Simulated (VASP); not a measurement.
Consider the following.

```xyz
3
Lattice="-1.5965 1.5965 3.9262 1.5965 -1.5965 3.9262 1.5965 1.5965 -3.9262" Properties=species:S:1:pos:R:3 pbc="T T T"
Si     0.0000     0.0000     5.2251
Si     0.0000     0.0000     2.6273
Mo     0.0000     0.0000     7.8525
```

Computed with TPSS meta-GGA, VASP's PBE PAW potentials (set 64) (plane waves; VASP). Numerical set-up: 520 eV cut-off, 15×15×15 Γ-centred mesh, tetrahedra with Blöchl corrections, potentials Si Mo_sv.

**Question.** Give the energies of bands 6 to 14 at the high-symmetry points, in eV from the Fermi level.

**Answer.** 
```csv
band,Γ,X,P,N,M,S,R
6,-6.45,-6.79,-6.36,-9.56,-10.12,-9.01,-7.90
7,-3.46,-5.74,-6.36,-5.00,-3.60,-6.85,-5.62
8,-3.11,-5.21,-6.19,-4.55,-2.22,-2.81,-4.48
9,-2.64,-4.47,-2.77,-2.62,-0.59,-2.48,-3.83
10,-2.64,-3.13,-2.13,-2.58,-0.59,-2.35,-3.00
11,0.39,-1.24,-2.13,-0.53,-0.46,-0.43,-1.81
12,2.99,2.41,0.33,2.35,-0.46,1.55,1.82
13,3.23,2.80,2.41,3.12,0.53,3.00,2.00
14,3.60,3.13,3.95,4.15,4.72,3.62,2.66
```

It has no gap at this level: it comes out as a metal or semimetal.

The compound is MoSi2 in the MoSi2 type structure. It was relaxed first.
